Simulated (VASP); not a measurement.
Here is the system:

```
CELL_PARAMETERS angstrom
      3.01142     0.00000     0.00000
      0.00000     3.01774     0.00000
      0.00000     0.00000     3.02445
ATOMIC_POSITIONS crystal
  Ti 0.00000 0.00000 0.00000
  Co 0.53090 0.50000 0.50000
```

Calculation: PBE GGA, VASP's PBE PAW potentials (set 64) (plane waves; VASP). Settings: 520 eV cut-off, 11×11×11 Γ-centred mesh, first-order Methfessel-Paxton smearing of 0.10 eV, potentials Ti_pv Co.

Q: Which forces act on the atoms, in eV/Å?

A: 
| atom | Fx | Fy | Fz |
|---|---|---|---|
| Ti1 | 0.323 | 0.000 | 0.000 |
| Co2 | -0.323 | 0.000 | 0.000 |

Q: Give the stress tensor in GPa (positive for a compressed cell).

A: 
```
-7.66   0.00   0.00
 0.00  -7.31   0.00
 0.00   0.00  -7.37
```
The pressure is its mean diagonal, -7.44 GPa.

The compound is TiCo in the CsCl type structure. The cell was not relaxed at this level, atoms are displaced from their ideal sites. The run is one of a series of settings (ENCUT = 520, POTCAR Ti_pv Co (PBE.64 set) against the base run), some of them coarse on purpose. The run is not spin-polarised, so no magnetic state was tried. The electron count is odd and the run is not spin-polarised, which forces a metal.
